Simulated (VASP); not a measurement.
A VASP calculation is set up with these files.

### POSCAR
```
LiH
1.0
  2.6752308598   0.0000000000   0.0000000000
 -1.3376154299   2.3168184487   0.0000000000
  0.0000000000   0.0000000000   4.6943173173
Li H
2 2
Cartesian
  1.3376154299   2.3168184487   0.0000000000
  2.6752308598   0.0000000000   2.3471586587
 -0.0000013376   1.5445464047   1.1735793293
  1.3376167675   0.7722720440   3.5207379880
```

### KPOINTS
```
Automatic mesh
0
Gamma
9 9 4
0 0 0
```

INCAR:
```
SYSTEM = LiH
PREC = Accurate
ENCUT = 520
EDIFF = 1E-6
NELM = 100
ALGO = Normal
LREAL = .FALSE.
LASPH = .TRUE.
ISMEAR = 0
SIGMA = 0.05
METAGGA = R2SCAN
LMIXTAU = .TRUE.
LWAVE = .FALSE.
LCHARG = .FALSE.
IBRION = 2
ISIF = 3
NSW = 60
EDIFFG = -0.02
```

POTCAR, in this order: Li_sv H (PBE.64 set). Program: vasp_std.

Translate this r2SCAN calculation to Ansatz.

One equivalent input (not run):
Ansatz 0.2 input:
```yaml
crystal:
  lattice:
    - [2.6752309, 0.0000000, 0.0000000]
    - [-1.3376154, 2.3168184, 0.0000000]
    - [0.0000000, 0.0000000, 4.6943173]
  atoms:
    - { symbol: Li, position: [1.0000000, 1.0000000, 0.0000000] }
    - { symbol: Li, position: [1.0000000, 0.0000000, 0.5000000] }
    - { symbol: H, position: [0.3333330, 0.6666670, 0.2500000] }
    - { symbol: H, position: [0.6666670, 0.3333330, 0.7500000] }
kpoints:
  mp_grid: { grid: [9, 9, 4] }
hamiltonian:
  xc: r2scan
  pseudopotentials: { kind: paw }
scf:
  occupations: { method: gaussian, width: 0.05 }
  max_iter: 100
relax:
  max_steps: 60
  f_tol: 0.02
  cell: {}
output: { forces: true, stress: true, eigenvalues: true }
```
Limits of the translation: each code has its own PAW files, so the cut-off isn't converted (ENCUT is set for VASP's; basis.ecutwfc is left out, and Ansatz then takes the one that its files recommend); Ansatz stops its SCF on the density residual and VASP on the energy change (EDIFF).

The structure was generated: LiH was put into the NiAs type type (P6_3/mmc), which need not be its known phase. This run relaxes it. Symmetry was kept, so distortions that lower it aren't found. The start is the result of an earlier pass.
